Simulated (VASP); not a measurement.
```
Ge
1.0
    0.00000     2.86096     2.86096
    2.86096     0.00000     2.86096
    2.86096     2.86096     0.00000
Ge
2
Direct
  0.00000   0.00000   0.00000
  0.25000   0.25000   0.25000
```

The numbers are results of rev-vdW-DF2, VASP's PBE PAW potentials (set 64) (plane waves; VASP), not measurements. Settings: 520 eV cut-off, Gaussian smearing of 0.050 eV, potentials Ge_d.

**Question.** Give the energies of bands 12 to 17 at the high-symmetry points, in eV from the Fermi level.

**Answer.** 
```csv
band,Γ,X,U,L,W
12,-0.40,-8.79,-8.22,-7.47,-8.71
13,0.00,-2.95,-4.15,-1.35,-3.74
14,0.00,-2.95,-2.53,-1.35,-3.74
15,0.00,0.78,1.16,0.02,4.15
16,2.52,0.78,3.99,3.72,4.15
17,2.52,9.17,6.95,3.72,4.69
```

It has no gap at this level: it comes out as a metal or semimetal.

Measured: gap 0.79 eV (computed value off by -0.79 eV), as given by Anna Miglio et al., npj Computational Materials (2020), arXiv:2011.12765 [measured zero-point renormalisation of 52 meV added back].

The compound is Ge in the diamond structure. It was relaxed first.
